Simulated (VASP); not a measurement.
```
CELL_PARAMETERS angstrom
     -2.20107     2.20107     4.40124
      2.20107    -2.20107     4.40124
      2.20107     2.20107    -4.40124
ATOMIC_POSITIONS crystal
  Mg 0.50000 0.50000 0.00000
  Mg 0.25000 0.75000 0.50000
  Mg 0.75000 0.25000 0.50000
  Cd 0.00000 0.00000 0.00000
```

Calculation: PBEsol GGA, VASP's PBE PAW potentials (set 64) (plane waves; VASP). Settings: 400 eV cut-off, 11×11×11 Γ-centred mesh, tetrahedra with Blöchl corrections, potentials Mg Cd.

What does the run give for the energy per atom (σ→0), band gap (on the k-mesh) with the smallest direct gap where there is one?

```
Quantity                                                     Value
------------------------  ----------------------------------------
band gap (on the k-mesh)  none (metal, semimetal or under 0.01 eV)
energy per atom (σ→0)                               -1.652 eV/atom
```

The structure comes from a computed database's Mg3Cd entry (I4/mmm); how it stands against other phases isn't given here. It was relaxed first.
